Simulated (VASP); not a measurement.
**WP (relaxed from the CsCl type structure, space group Pm-3m): computed properties**

These are r2SCAN meta-GGA, VASP's PBE PAW potentials (set 64) (plane waves; VASP) values and carry that method's errors.

| Property | Result |
|---|---|
| space group | Pm-3m (221) |
| cell | a = 3.0006 Å, b = 3.0006 Å, c = 3.0006 Å, α = 90.00°, β = 90.00°, γ = 90.00° |
| volume per atom | 13.51 Å^3/atom |
| band gap (over mesh and band path) | none (metal, semimetal or under 0.01 eV) |
| density | 13.20 g/cm³ |

WP is modelled in the cubic space group Pm-3m (No. 221), the CsCl type structure, Pearson symbol cP2. Conventional cell: a = 3.001 Å, b = 3.001 Å, c = 3.001 Å, α = 90.00°, β = 90.00°, γ = 90.00°. W on 1a sees 8 P at 2.599 Å and 6 W at 3.001 Å. P on 1b sees 8 W at 2.599 Å (cubic). (Neighbours: up to the widest gap in distance over summed covalent radii, below 1.35, at either atom; cation-cation and far metal-metal contacts left out.)

Unless said otherwise, spin-orbit coupling is left out, though it shifts the bands of the heavy elements here.

The structure was generated: WP was put into the CsCl type type (Pm-3m), which need not be its known phase. It was relaxed first, which changed the volume by -37 %. Symmetry was kept, so distortions that lower it aren't found. The electron count is odd and the run is not spin-polarised, which forces a metal.
